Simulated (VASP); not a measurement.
**YTe (relaxed from the rock salt structure, space group Fm-3m): computed properties**

Computed with PBEsol GGA, VASP's PBE PAW potentials (set 64) (plane waves; VASP).

| Property | Value |
|---|---|
| space group | Fm-3m (225) |
| cell | a = 6.0817 Å, b = 6.0817 Å, c = 6.0817 Å, α = 90.00°, β = 90.00°, γ = 90.00° |
| volume per atom | 28.12 Å^3/atom |
| band gap (over mesh and band path) | none (metal, semimetal or under 0.01 eV) |
| density | 6.39 g/cm³ |

```cif
data_TeY
_chemical_formula_sum 'Y1 Te1'
_space_group_name_H-M_alt 'P 1'
_space_group_IT_number 1
_cell_length_a 4.30038
_cell_length_b 4.30038
_cell_length_c 4.30038
_cell_angle_alpha 60.000
_cell_angle_beta 60.000
_cell_angle_gamma 60.000
loop_
_space_group_symop_operation_xyz
  'x, y, z'
loop_
_atom_site_label
_atom_site_type_symbol
_atom_site_fract_x
_atom_site_fract_y
_atom_site_fract_z
_atom_site_occupancy
Y1 Y 0.00000 0.00000 0.00000 1
Te1 Te 0.50000 0.50000 0.50000 1
```

Unless said otherwise, spin-orbit coupling is left out, though it shifts the bands of the heavy elements here.

The structure was generated: YTe was put into the rock salt type (Fm-3m), which need not be its known phase. It was relaxed first, which changed the volume by -37 %. Symmetry was kept, so distortions that lower it aren't found. The electron count is odd and the run is not spin-polarised, which forces a metal.
